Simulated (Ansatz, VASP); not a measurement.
**Cross-check of Ru (Ru(0001)) between VASP and Ansatz**

Aim: how closely do two programs agree when they are given the same cell, functional and k mesh? Of the first pair: The structure shown is the start of the Ansatz relaxation below; VASP solves that cell, so the two are compared at the walk's first step.

Main program and level: Ansatz 0.2.0; plane waves, with VASP 6.6.1 beside it; PBE.

### 1. The structure

The cell holds 4 atoms: 4 Ru. Its edges and angles: a = 2.700 Å, b = 2.700 Å, c = 24.415 Å, α = 90.0°, β = 90.0°, γ = 60.0°. Vacuum lies along c.

### 2. Ansatz: relaxation, PBE

Ansatz runs on its default PAW (the set named soft_2) files.

The two programs are compared at the cell with which this relaxation starts, whose forces are those of its first step.

Contents of input.yaml:

```yaml
crystal:
  lattice:
    - [2.7, 0.0, 0.0]
    - [1.35, 2.3382685902, 0.0]
    - [0.0, 0.0, 24.4152]
  atoms:
    - { symbol: Ru, position: [0.6666666667, 0.6666666667, 0.3686228251] }
    - { symbol: Ru, position: [0.0, 0.0, 0.4562076084] }
    - { symbol: Ru, position: [0.6666666667, 0.6666666667, 0.5437923916] }
    - { symbol: Ru, position: [0.0, 0.0, 0.6313771749] }
kpoints:
  mp_grid: { grid: [12, 12, 1] }
hamiltonian:
  xc: pbe
scf:
  occupations: { method: fermi_dirac, width: 0.1 }
  convergence: { dr2_threshold: 1.0e-08 }
efield:
  axis: 3
  dipole_correction: true
  ramp_position: 0.97
  ramp_width: 0.06
relax:
  f_tol: 0.02
  max_steps: 60
  constraints: [{ sites: [0, 1] }]
output:
  write_potential: true
  write_density: true
  volumetric_format: npy
```

Command:

```
ansatz run input.yaml --threads 4 --pin off --max-ram 16384MiB --backend cpu --events-out ev --progress --plain --runs-dir out
```

Numbers of over 12 decimals in the logs are rounded to 6 here.

Output:

```text
Engine: ansatz 0.2.0, aarch64-unknown-linux-gnu
Pseudopotentials: kind: paw
Pseudopotential: Ru, paw, valence charge 16, recommended cutoff 420 eV (normal), Ru.paw.azcp
Functional definition: PBE
  parameter kappa = 0.804
  parameter beta = 0.066725
  exchange = pbe_x(kappa = kappa, mu = beta*pi^2/3)
  correlation = pbe_c(beta = beta)
Crystal: 4 atoms, lattice volume = 154.141 Å³
Basis set: ecut = 420 eV, 3063 PW (Γ), exchange–correlation on 40×40×360 points (8 copies of the dense FFT grid, shifted against one another)
Bands: 39, of which v1, the nominal top of the filled ones, is band 32 counted from 1 (31 counted from 0)
Symmetry: 6 space group operations
k-points: 19 of 144 (time reversal used)
Non-local potential: Ru, projectors of the file, l = 0: 3, l = 1: 2, l = 2: 2, l = 3: 1
PAW form: soft (Blöchl's): semilocal exchange-correlation on the pseudo side does not see the compensation charge
PAW one-centre angular grid: Ru, 590 points (default); XC on 64 Gauss nodes
Initial density: superposition of atomic densities (neutral atoms: chi_scale 0, normalization atom), corrected by the library's trained network
Initial wavefunctions: pseudopotential atomic-orbital guess
Functional: x = pbe(κ = 0.804, μ = 0.219515), c = pbe(β = 0.066725)
SCF iter   1: F=—  HF=-23512.726011 eV  |F-HF|=—  |Δ(HF+E_count)|=         —  Δρ=8.02e-3  dr2=4.20e-1  ethr=1.77e-3  p=0.000 e·Å  D=2.55e-14 V/Å  ΔV_dip=-0.00 eV  dr2_dipole=4.18e-8  V_vac-E_F(+/−)=4.75/4.75 eV  ⟨swp⟩=7.4  Hψ=3258  notcnv=0
efield: sawtooth ramp at fractional position 0.9700 (set: `efield.ramp_position`, or a place that a band, a saddle search or an elastic batch's reference lends), width 0.0600; the density the first Hamiltonian is built on has a dipole p = 0.000 e·Å; the dipole correction subtracts the counter field D = 2.55e-14 V/Å, which shifts the + side's vacuum level by -0.00 eV against the − side's; the planar-averaged density in the ramp window peaks in size at 5.1e-6 e/Å³
preconditioner: auto → LDOS  [metal: Δε(μ)=0.040 eV  Ē_g=4.722 eV  σ=0.100 eV  W_gap=0.10  n_scr=18 (ndim 8)  ℏωp=16.9 eV  f_vac=0.584  D(μ)=4.50/eV (n_scr^D=16)  β→1.0]
SCF iter   2: F=—  HF=-23512.720745 eV  |F-HF|=—  |Δ(HF+E_count)|=   5.27e-3  Δρ=3.31e-3  dr2=3.80e-2  ethr=6.57e-4  p=-0.000 e·Å  D=-1.91e-5 V/Å  ΔV_dip=0.00 eV  dr2_dipole=4.73e-7  V_vac-E_F(+/−)=5.00/5.00 eV  ⟨swp⟩=1.5  Hψ=919  notcnv=0
SCF iter   3: F=—  HF=-23512.717886 eV  |F-HF|=—  |Δ(HF+E_count)|=   2.86e-3  Δρ=6.79e-4  dr2=8.55e-4  ethr=5.94e-5  p=-0.000 e·Å  D=-7.45e-6 V/Å  ΔV_dip=0.00 eV  dr2_dipole=3.12e-7  V_vac-E_F(+/−)=5.05/5.05 eV  ⟨swp⟩=2.0  Hψ=932  notcnv=0
SCF iter   4: F=—  HF=-23512.717814 eV  |F-HF|=—  |Δ(HF+E_count)|=   7.16e-5  Δρ=1.58e-4  dr2=1.09e-4  ethr=1.34e-6  p=-0.000 e·Å  D=-6.72e-6 V/Å  ΔV_dip=0.00 eV  dr2_dipole=3.71e-8  V_vac-E_F(+/−)=5.07/5.07 eV  ⟨swp⟩=2.1  Hψ=1171  notcnv=0
SCF iter   5: F=—  HF=-23512.717807 eV  |F-HF|=—  |Δ(HF+E_count)|=   7.22e-6  Δρ=5.25e-5  dr2=8.28e-6  ethr=1.71e-7  p=0.000 e·Å  D=1.09e-6 V/Å  ΔV_dip=-0.00 eV  dr2_dipole=6.52e-10  V_vac-E_F(+/−)=5.08/5.08 eV  ⟨swp⟩=2.2  Hψ=1114  notcnv=0
SCF iter   6: F=—  HF=-23512.717808 eV  |F-HF|=—  |Δ(HF+E_count)|=   7.84e-7  Δρ=2.85e-5  dr2=1.76e-6  ethr=1.29e-8  p=-0.000 e·Å  D=-2.98e-6 V/Å  ΔV_dip=0.00 eV  dr2_dipole=1.16e-11  V_vac-E_F(+/−)=5.09/5.09 eV  ⟨swp⟩=3.0  Hψ=1433  notcnv=0
SCF iter   7: F=—  HF=-23512.717807 eV  |F-HF|=—  |Δ(HF+E_count)|=   1.27e-7  Δρ=8.99e-6  dr2=2.28e-7  ethr=2.75e-9  p=0.000 e·Å  D=5.84e-8 V/Å  ΔV_dip=-0.00 eV  dr2_dipole=4.45e-11  V_vac-E_F(+/−)=5.09/5.09 eV  ⟨swp⟩=2.5  Hψ=1217  notcnv=0
SCF iter   8: F=—  HF=-23512.717808 eV  |F-HF|=—  |Δ(HF+E_count)|=   1.93e-7  Δρ=3.54e-6  dr2=2.81e-8  ethr=3.56e-10  p=-0.000 e·Å  D=-1.02e-7 V/Å  ΔV_dip=0.00 eV  dr2_dipole=1.70e-14  V_vac-E_F(+/−)=5.09/5.09 eV  ⟨swp⟩=2.8  Hψ=1346  notcnv=0
SCF iter   9: F=-23512.717808 eV  HF=-23512.717808 eV  |F-HF|=1.65e-9  |Δ(HF+E_count)|=   2.22e-8  Δρ=1.12e-6  dr2=1.93e-9  ethr=1.56e-11  p=-0.000 e·Å  D=-1.49e-7 V/Å  ΔV_dip=0.00 eV  dr2_dipole=2.06e-13  V_vac-E_F(+/−)=5.09/5.09 eV  ⟨swp⟩=10.6  Hψ=5507  notcnv=0
SCF 1 converged in 9 iterations: F = -23512.717808 eV  dr2 = 1.93e-9
  greatest PAW one-centre occupation: 0.998 electrons in one spin orbital (limit 2), on the Ru atom at site 3 (counted from 0), in its partial waves of l = 0
relax step   1: F+E_penalty+E_count = -23512.71780769 eV  Δ(F+E_penalty+E_count) = +0.000e0 eV  max|allowed force component| = 5.365e-1 eV/Å  Δτ_max = 0.0000 Å  (9 SCF iters, accepted)
[...]
relax step   2: F+E_penalty+E_count = -23512.72776402 eV  Δ(F+E_penalty+E_count) = -9.956e-3 eV  max|allowed force component| = 2.640e-1 eV/Å  Δτ_max = 0.0631 Å  (9 SCF iters, accepted)
[...]
relax step   3: F+E_penalty+E_count = -23512.73102571 eV  Δ(F+E_penalty+E_count) = -3.262e-3 eV  max|allowed force component| = 1.726e-2 eV/Å  Δτ_max = 0.0292 Å  (8 SCF iters, accepted)
NSCF: frozen V_eff on 19 k-points
the band table was solved once a step of the walk had ended and its energy, with any forces and stress, was formed, with the checks that follow a solve (3207 applications of the Hamiltonian). They found nothing against the state; the energy, forces and stress were not computed again (output.eigenvalues in the input reference)
WARN: The input density's exchange-correlation potential varies sharply where the density is thin. Do not read a vacuum level from v_tot or v_xc, or from such a field of the output density. On a cell that repeats whose density bears no net charge and no dipole along the vacuum's axis use v_es (v_loc + v_h of the components); under efield.dipole_correction with no amplitude use v_es + v_field, which holds any external [...]
SCF converged after 8 iterations
Free energy (F): -23512.731026 eV
Harris-Foulkes:  -23512.731026 eV  (|F-HF|=2.10e-8)
Internal energy: -23512.573717 eV  (E = F + TS)
E sigma→0 (E₀):  -23512.652371 eV
Entropy (-TS):   -0.157309 eV (-39.327 meV/atom)
Fermi energy:    5.070094 eV
Dipole field:    D = 0.001218 V/Å  (p = 0.001038 e·Å, saw-weighted, corrected)
Work function:   Φ+ = 5.0457 eV   Φ− = 5.0754 eV
Levels:          The Fermi level and band energies are counted from a zero that moves with the ramp; work functions are not
--- Per-component energies (eV) ---
  E_band       = -1382.396250
  E_kinetic    = 2053.424202
  E_local      = -108450.119539  (includes V_loc(G=0)·N_el)
  E_nonlocal   = 1374.134429
  E_hartree    = 52740.331170
  E_xc         = -759.224491
  E_vxc        = -952.769082  (∫ρ·V_xc dr)
  E_paw        = -13843.557206  (= ΣΔE_a)
  E_vpaw       = -887.740778  (= ΣTr[D̂ρ^β])
  E_aug_tail   = -0.000773  (compensation charges beyond the density's cutoff)
  E_efield     = 0.000001  (sawtooth field / dipole correction)
  E_vefield    = 0.000284  (∫n·V_field dr)
  E_ewald      = 43372.438490
  E_smearing   = -0.157309  (= −TS)
  E_closure    = -0.000000  (closes the sum)
  Σ components = -23512.731026   (vs F -23512.731026, Δ=0.00e0)
--- Forces (eV/Å), atoms counted from 1 ---
  atom   1  Ru     0.00000000    -0.00000000     0.47191100
  atom   2  Ru    -0.00000000     0.00000000    -0.45864794
  atom   3  Ru    -0.00000000    -0.00000000    -0.01725956
  atom   4  Ru    -0.00000000    -0.00000000     0.00398370
  max |Σ_I F_I| component: 1.28e-5 eV/Å
--- Band table (eV; the first three rows and the last of 19) ---
  k-point 0: bands = [... 28 lower, 3.1032, 3.1032, 3.3035, 4.2564, 4.2564, 5.1708, 5.2356, 5.2356, ... 3 higher]
  k-point 1: bands = [... 28 lower, 3.1352, 3.2707, 3.3655, 4.0857, 4.2001, 4.6895, 4.9614, 5.1771, ... 3 higher]
  k-point 2: bands = [... 28 lower, 3.2004, 3.4733, 3.6256, 3.7607, 4.0789, 4.3168, 4.8058, 5.0858, ... 3 higher]
  k-point 18: bands = [... 28 lower, 3.0217, 3.8651, 4.4540, 5.7029, 5.7380, 5.7613, 6.1990, 6.2368, ... 3 higher]
--- Relaxed structure (3 steps of the walk, 3 accepted, 0 SCFs on fresh bases) ---
  F+E_penalty+E_count = -23512.73102571 eV   max|allowed force component| = 1.726e-2 eV/Å
  atoms:
    - { symbol: Ru, position: [0.666667, 0.666667, 0.3686228251] }
    - { symbol: Ru, position: [0.0, 0.0, 0.456208] }
    - { symbol: Ru, position: [0.666667, 0.666667, 0.544587] }
    - { symbol: Ru, position: [-1.39364845673726e-18, 0, 0.629989] }
```

### 3. VASP: single point, PBE, start cell, pair 1

The same cell, functional, mesh and smearing now go to VASP, with its own data sets.

Lines of VASP's logs that name or quote its potential files are left out, and so is its time.

Contents of INCAR:

```
SYSTEM = Ru
PREC = Accurate
ENCUT = 400
EDIFF = 1E-06
NELM = 120
ISMEAR = -1
SIGMA = 0.1
LREAL = .FALSE.
ALGO = Normal
GGA = PE
NBANDS = 34
LASPH = .TRUE.
LORBIT = 11
LWAVE = .FALSE.
LCHARG = .FALSE.
ISIF = 2
LDIPOL = .TRUE.
IDIPOL = 3
DIPOL = 0.5 0.5 0.5
LVHAR = .TRUE.
GGA_COMPAT = .FALSE.
NELMDL = -8
```

Contents of POSCAR:

```
Ru
1.0
    2.7000000000      0.0000000000      0.0000000000
    1.3500000000      2.3382685902      0.0000000000
    0.0000000000      0.0000000000     24.4152000000
Ru
4
Direct
    0.6666665498      0.6666667251      0.3686228251
    0.9999998832      0.0000000585      0.4562076084
    0.6666665498      0.6666667251      0.5437923916
    0.9999998832      0.0000000585      0.6313771749
```

Contents of KPOINTS:

```
Automatic mesh
0
Gamma
12 12 1
0 0 0
```

Potentials, in the order of the species: Ru_pv (PBE family, release 64).

Command:

```
mpirun -np 1 vasp_std
```

Output:

```text
[banner, memory and clock lines left out]
running    1 mpi-ranks, on    1 nodes
 distrk:  each k-point on    1 cores,    1 groups
 distr:  one band on    1 cores,    1 groups

 POSCAR found type information on POSCAR Ru
 POSCAR found :  1 types and       4 ions
 LDA part: xc-table for (Slater+PW92), standard interpolation
 POSCAR, INCAR and KPOINTS ok, starting setup
 FFT: planning ... GRIDC
 FFT: planning ... GRID_SOFT
 FFT: planning ... GRID
 WAVECAR not read
 entering main loop
       N       E                     dE             d eps       ncg     rms          rms(c)
DAV:   1     0.451036687164E+03    0.45104E+03   -0.32528E+04  1764   0.127E+03
DAV:   2    -0.232896089521E+02   -0.47433E+03   -0.46347E+03  1454   0.403E+02
DAV:   3    -0.371783498563E+02   -0.13889E+02   -0.13274E+02  1694   0.644E+01
DAV:   4    -0.375707242759E+02   -0.39237E+00   -0.38764E+00  1648   0.882E+00
DAV:   5    -0.375849895071E+02   -0.14265E-01   -0.14123E-01  1686   0.145E+00
DAV:   6    -0.375854750178E+02   -0.48551E-03   -0.48324E-03  1794   0.237E-01
DAV:   7    -0.375854932900E+02   -0.18272E-04   -0.18208E-04  1672   0.384E-02
DAV:   8    -0.375854948518E+02   -0.15617E-05   -0.15480E-05  1280   0.689E-03    0.225E+01
DAV:   9    -0.356980647082E+02    0.18874E+01   -0.10826E+01  1488   0.237E+01    0.911E+00
DAV:  10    -0.463840129253E+02   -0.10686E+02   -0.69118E+01  1644   0.574E+01    0.323E+01
DAV:  11    -0.351209761744E+02    0.11263E+02   -0.29560E+01  1568   0.246E+01    0.521E+00
DAV:  12    -0.349061634863E+02    0.21481E+00   -0.28085E+00  1584   0.797E+00    0.125E+00
DAV:  13    -0.348982832549E+02    0.78802E-02   -0.16335E-01  1574   0.320E+00    0.937E-01
DAV:  14    -0.348930370606E+02    0.52462E-02   -0.14029E-02  1656   0.957E-01    0.431E-01
[...]
DAV:  21    -0.348927666414E+02   -0.64646E-04   -0.94706E-06  1008   0.176E-02    0.407E-03
DAV:  22    -0.348927775008E+02   -0.10859E-04   -0.12578E-06   840   0.417E-03    0.328E-03
DAV:  23    -0.348927838429E+02   -0.63421E-05   -0.10990E-06   750   0.426E-03    0.108E-03
DAV:  24    -0.348927860303E+02   -0.21875E-05   -0.27222E-07   730   0.152E-03    0.304E-04
DAV:  25    -0.348927905741E+02   -0.45437E-05   -0.20242E-07   724   0.139E-03    0.910E-04
DAV:  26    -0.348927922306E+02   -0.16565E-05   -0.58381E-08   696   0.822E-04    0.564E-04
DAV:  27    -0.348927937273E+02   -0.14967E-05   -0.10855E-07   716   0.834E-04    0.796E-05
DAV:  28    -0.348927939137E+02   -0.18637E-06   -0.17369E-08   676   0.378E-04
   1 F= -.34892794E+02 E0= -.34815002E+02  d E =-.155585E+00
```

(Continued in part 2 of 2.)

[Lines on the potential files, build, host, timing and source positions are cut from VASP's logs without a mark.]

[Logs are printed without paths, hosts, clocks, repeated set-up lines and the standing remarks that a program may print on its own settings, such as how far it seeks lower states.]

[Hosts, paths, dates, database ids (printed as entryN), source tags and the programs' standing remarks are cut or masked in the printed files.]
